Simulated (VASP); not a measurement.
Input:

```
CELL_PARAMETERS angstrom
      2.17649    -3.76979     0.00000
      2.17649     3.76979     0.00000
      0.00000     0.00000     7.09453
ATOMIC_POSITIONS crystal
  Cd 0.66667 0.33333 0.50005
  Cd 0.33333 0.66667 0.00005
  Se 0.66667 0.33333 0.87595
  Se 0.33333 0.66667 0.37595
```

These are optB86b-vdW, VASP's PBE PAW potentials (set 64) (plane waves; VASP) values and carry that method's errors. Run with 520 eV cut-off, 5×5×3 Γ-centred mesh, Gaussian smearing of 0.050 eV, potentials Cd Se.

Problem. Estimate the energy per atom (σ→0).

Solution. 
```json
{
  "energy per atom (σ→0)": "-0.336 eV/atom"
}
```

Only differences to runs with the same potentials and settings are physical.

The compound is CdSe in the wurtzite structure. It was relaxed first. The start is the result of an earlier pass.
